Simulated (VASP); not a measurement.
Level of theory: PBEsol GGA, VASP's PBE PAW potentials (set 64) (plane waves; VASP).

VASP input:

POSCAR:
```
SnSe
1
    0.0000000000     3.3267087871     3.3267087871
    3.3267087871     0.0000000000     3.3267087871
    3.3267087871     3.3267087871     0.0000000000
Sn Se
1 1
Direct
  0.0000000000   0.0000000000   0.0000000000
  0.2500000000   0.2500000000   0.2500000000
```

**KPOINTS**
```
Automatic mesh
0
Gamma
10 10 10
0 0 0
```

**INCAR**
```
! general
SYSTEM  = SnSe
PREC    = Accurate
ENCUT   = 500   ! plane-wave cut-off (eV)
LREAL   = .False.   ! projection in real space or not
LASPH   = .True.

! electronic loop
EDIFF   = 1E-6   ! SCF stop (eV)
NELM    = 100   ! most electronic steps
ALGO    = Normal   ! blocked Davidson
LMAXMIX = 4

! smearing
ISMEAR  = 1   ! Methfessel-Paxton
SIGMA   = 0.1   ! width (eV)

! functional
GGA     = PS   ! PBEsol

! ions
IBRION  = 2
NSW     = 40   ! most ionic steps
ISIF    = 3   ! ions, shape and volume
EDIFFG  = -0.02   ! ionic stop
PSTRESS = 50

! output
LWAVE   = .False.
LCHARG  = .False.
```

POTCAR, in this order: Sn_d Se (PBE.64 set). Program: vasp_std.

What VASP printed:

**OSZICAR**
```
       N       E                     dE             d eps       ncg     rms          rms(c)
DAV:   1     0.128429634380E+03    0.12843E+03   -0.96304E+03  1322   0.152E+03
DAV:   2     0.461212637533E+01   -0.12382E+03   -0.12179E+03  1406   0.351E+02
DAV:   3    -0.826727290587E+01   -0.12879E+02   -0.12647E+02  1706   0.106E+02
DAV:   4    -0.860224280350E+01   -0.33497E+00   -0.33487E+00  1424   0.197E+01
DAV:   5    -0.861328383643E+01   -0.11041E-01   -0.11041E-01  1954   0.349E+00    0.344E+00
DAV:   6    -0.832459715263E+01    0.28869E+00   -0.85523E-01  1876   0.555E+00    0.216E+00
DAV:   7    -0.831863544059E+01    0.59617E-02   -0.92440E-02  1424   0.147E+00    0.103E+00
DAV:   8    -0.831817887384E+01    0.45657E-03   -0.97841E-03  1514   0.993E-01    0.130E-01
DAV:   9    -0.831827006876E+01   -0.91195E-04   -0.24078E-03  1640   0.370E-01    0.778E-02
DAV:  10    -0.831848178116E+01   -0.21171E-03   -0.33799E-04  1406   0.131E-01    0.220E-02
DAV:  11    -0.831853404933E+01   -0.52268E-04   -0.68200E-05  1490   0.573E-02    0.658E-03
DAV:  12    -0.831853796086E+01   -0.39115E-05   -0.71231E-06  1580   0.323E-02    0.265E-03
DAV:  13    -0.831853871735E+01   -0.75649E-06   -0.11391E-06  1148   0.707E-03
   1 F= -.60206247E+01 E0= -.60207026E+01  d E =-.602062E+01
       N       E                     dE             d eps       ncg     rms          rms(c)
DAV:   1    -0.134167054128E+02   -0.50982E+01   -0.98510E+01  1598   0.136E+02    0.135E+01
DAV:   2    -0.890660525160E+01    0.45101E+01   -0.10252E+01  1604   0.662E+01    0.509E+00
DAV:   3    -0.813229986211E+01    0.77431E+00   -0.23764E+00  1616   0.247E+01    0.121E+00
DAV:   4    -0.809547641432E+01    0.36823E-01   -0.12013E-01  1728   0.321E+00    0.483E-01
DAV:   5    -0.808744490888E+01    0.80315E-02   -0.87103E-03  1820   0.745E-01    0.153E-01
DAV:   6    -0.808693217076E+01    0.51274E-03   -0.12469E-03  1576   0.428E-01    0.454E-02
DAV:   7    -0.808693221104E+01   -0.40276E-07   -0.87630E-05  1532   0.101E-01    0.200E-02
DAV:   8    -0.808691307587E+01    0.19135E-04   -0.51687E-05  1430   0.866E-02    0.707E-03
DAV:   9    -0.808691570454E+01   -0.26287E-05   -0.49909E-06  1448   0.207E-02    0.230E-03
DAV:  10    -0.808691598738E+01   -0.28284E-06   -0.37801E-07   982   0.628E-03
   2 F= -.61451290E+01 E0= -.61449951E+01  d E =-.124504E+00
       N       E                     dE             d eps       ncg     rms          rms(c)
DAV:   1    -0.853079925795E+01   -0.44388E+00   -0.75878E+00  1604   0.498E+01    0.321E+00
DAV:   2    -0.825541129821E+01    0.27539E+00   -0.50229E-01  1598   0.118E+01    0.134E+00
DAV:   3    -0.819511809676E+01    0.60293E-01   -0.18242E-01  1616   0.711E+00    0.228E-01
DAV:   4    -0.819244938329E+01    0.26687E-02   -0.85506E-03  1614   0.880E-01    0.781E-02
DAV:   5    -0.819201035234E+01    0.43903E-03   -0.35881E-04  1782   0.166E-01    0.364E-02
DAV:   6    -0.819196102222E+01    0.49330E-04   -0.14238E-04  1454   0.184E-01    0.907E-03
DAV:   7    -0.819195808454E+01    0.29377E-05   -0.11145E-05  1628   0.521E-02    0.587E-03
DAV:   8    -0.819195689798E+01    0.11866E-05   -0.35747E-06  1340   0.231E-02    0.132E-03
DAV:   9    -0.819195735295E+01   -0.45497E-06   -0.23287E-07   754   0.331E-03
   3 F= -.61635805E+01 E0= -.61636069E+01  d E =-.142956E+00
```

**OUTCAR**
```
------------------------ aborting loop because EDIFF is reached ----------------------------------------
  FORCE on cell =-STRESS in cart. coord.  units (eV):
  Direction    XX          YY          ZZ          XY          YZ          ZX
  --------------------------------------------------------------------------------------
  Total        2.0276297      2.0276297      2.0276297      0.0000000      0.0000000     -0.0000000
  in kB       49.9815822     49.9815822     49.9815822      0.0000000      0.0000000     -0.0000000
  external PRESSURE =      -0.0184178 kB  Pullay stress =      50.0000000 kB
  volume of cell :       65.00
      direct lattice vectors                 reciprocal lattice vectors
     0.000000000  3.191193023  3.191193023    -0.156681215  0.156681215  0.156681215
     3.191193023  0.000000000  3.191193023     0.156681215 -0.156681215  0.156681215
     3.191193023  3.191193023 -0.000000000     0.156681215  0.156681215 -0.156681215
 POSITION                                       TOTAL-FORCE (eV/Angst)
 -----------------------------------------------------------------------------------
      0.00000      0.00000      0.00000         0.000000      0.000000      0.000000
      1.59560      1.59560      1.59560        -0.000000     -0.000000     -0.000000
 -----------------------------------------------------------------------------------
    total drift:                               -0.000000     -0.000000     -0.000000
  FREE ENERGIE OF THE ION-ELECTRON SYSTEM (eV)
  ---------------------------------------------------
  free  energy   TOTEN  =        -8.1919573530 eV

  energy  without entropy=       -8.1920364946  energy(sigma->0) =       -8.19198373
  enthalpy is  TOTEN    =        -6.1635805321 eV   P V=        2.0283768208

 reached required accuracy - stopping structural energy minimisation
```
(Selected blocks of OUTCAR.)

CONTCAR:
```
SnSe
   1.00000000000000
     0.0000000000000000    3.1911930231073153    3.1911930231073153
     3.1911930231073153    0.0000000000000000    3.1911930231073153
     3.1911930231073153    3.1911930231073153   -0.0000000000000000
  Sn              Se
     1     1
Direct
     0.0000000000000000    0.0000000000000000    0.0000000000000000
     0.2500000000000000    0.2500000000000000    0.2500000000000000
```

**OUTCAR**
```
 val. band max:        4.2172283374   @ k =   0.3000   0.3000   0.0000

 cond. band min:       4.2935739851   @ k =  -0.4000   0.5000   0.1000


 Fermi energy:         4.2555212136

 k-point     1 :       0.0000    0.0000    0.0000
  band No.  band energies     occupation
      1     -17.4515      2.00000
      2     -17.4515      2.00000
      3     -17.4515      2.00000
      4     -17.4200      2.00000
      5     -17.4200      2.00000
      6      -9.9957      2.00000
      7      -0.6917      2.00000
      8       1.4927      2.00000
      9       1.4927      2.00000
     10       1.4927      2.00000
     11       5.6539     -0.00000
     12       5.6539     -0.00000
     13       5.6539     -0.00000
     14       9.0789      0.00000

 k-point     2 :       0.1000    0.0000    0.0000
  band No.  band energies     occupation
      1     -17.4524      2.00000
      2     -17.4508      2.00000
      3     -17.4508      2.00000
      4     -17.4200      2.00000
      5     -17.4200      2.00000
      6      -9.9410      2.00000
      7      -1.1165      2.00000
      8       1.4176      2.00000
      9       1.4176      2.00000
     10       1.7491      2.00000
     11       5.6296     -0.00000
     12       5.7830     -0.00000
     13       5.7830     -0.00000
     14       9.5573      0.00000

 k-point     3 :       0.2000    0.0000    0.0000
  band No.  band energies     occupation
      1     -17.4549      2.00000
      2     -17.4491      2.00000
      3     -17.4491      2.00000
      4     -17.4198      2.00000
      5     -17.4198      2.00000
      6      -9.7893      2.00000
      7      -1.9451      2.00000
      8       1.2399      2.00000
      9       1.2399      2.00000
     10       2.0325      2.00000
     11       5.8916     -0.00000
     12       6.0743     -0.00000
     13       6.0743     -0.00000
     14      10.3805      0.00000

 k-point     4 :       0.3000    0.0000    0.0000
  band No.  band energies     occupation
...
```

Energy and stress use the plane-wave basis of the starting cell. Unless said otherwise, spin-orbit coupling is left out, though it shifts the bands of the heavy elements here.

The structure was generated: SnSe was put into the zinc blende type (F-43m), which need not be its known phase. This run relaxes it under an external pressure of 5 GPa. Symmetry was kept, so distortions that lower it aren't found.
